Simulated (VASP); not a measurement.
VASP input:

KPOINTS:
```
kpoints
0
Gamma
 6 11 10
```

### POSCAR
```
MoP
1.0
  6.6196120000   0.0000000000   0.0000000000
 -1.6549030000   2.8663760000   0.0000000000
  0.0000000000   0.0000000000   3.2561090000
Mo P
2 2
Cartesian
  0.0000000000   0.0000000000   0.0000000000
  3.3098060000   0.0000000000   0.0000000000
 -0.0000049647   1.9109182888   1.6280545000
  3.3098010353   1.9109182888   1.6280545000
```

### INCAR
```
! general
SYSTEM  = MoP
PREC    = Accurate
ENCUT   = 300   ! plane-wave cut-off (eV)
LREAL   = .FALSE.
LASPH   = .TRUE.   ! aspherical one-centre terms

! electronic loop
EDIFF   = 1E-6
NELM    = 100
ALGO    = Normal
LMAXMIX = 4

! smearing
ISMEAR  = 1   ! Methfessel-Paxton
SIGMA   = 0.1   ! width (eV)

! functional
GGA     = PS   ! PBEsol

! ions
ISIF    = 2

! output
LWAVE   = .FALSE.
LCHARG  = .FALSE.
```

POTCAR, in this order: Mo_sv P (PBE.64 set). Program: vasp_std.

Task: Write an equivalent input for Ansatz.

Result: One equivalent input (not run):
Ansatz 0.2 input:
```yaml
crystal:
  lattice:
    - [6.6196120, 0.0000000, 0.0000000]
    - [-1.6549030, 2.8663760, 0.0000000]
    - [0.0000000, 0.0000000, 3.2561090]
  atoms:
    - { symbol: Mo, position: [0.0000000, 0.0000000, 0.0000000] }
    - { symbol: Mo, position: [0.5000000, 0.0000000, 0.0000000] }
    - { symbol: P, position: [0.1666660, 0.6666670, 0.5000000] }
    - { symbol: P, position: [0.6666660, 0.6666670, 0.5000000] }
kpoints:
  mp_grid: { grid: [6, 11, 10] }
hamiltonian:
  xc: pbesol
  pseudopotentials: { kind: paw }
scf:
  occupations: { method: methfessel_paxton, width: 0.1 }
  max_iter: 100
output: { forces: true, stress: true, eigenvalues: true }
```
What does not carry over: each code has its own PAW files, so the cut-off isn't converted (ENCUT is set for VASP's; basis.ecutwfc is left out, and Ansatz then takes the one that its files recommend); Ansatz stops its SCF on the density residual and VASP on the energy change (EDIFF).

The structure comes from a computed database's MoP entry; how it stands against other phases isn't given here. The cell was not relaxed at this level. The run is one of a series of settings (KPOINTS 6×11×10 Γ-centred mesh against the base run), some of them coarse on purpose.
